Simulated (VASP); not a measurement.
Here is the system:

```xyz
1
Lattice="0.0000 1.9919 1.9919 1.9919 0.0000 1.9919 1.9919 1.9919 0.0000" Properties=species:S:1:pos:R:3 pbc="T T T"
Rh     0.0000     0.0000     0.0000
```

Method: vdW-DF2, VASP's PBE PAW potentials (set 64) (plane waves; VASP). Settings: 520 eV cut-off, 16×16×16 Γ-centred mesh, first-order Methfessel-Paxton smearing of 0.10 eV, potentials Rh_pv.

Question: Give the stress tensor in GPa (positive for a compressed cell).

Answer: 
```
-5.31   0.00   0.00
 0.00  -5.31   0.00
 0.00   0.00  -5.31
```
The pressure is its mean diagonal, -5.31 GPa.

The compound is Rh in the fcc structure. This cell is one point of a volume scan, at 1.03 of the reference volume.
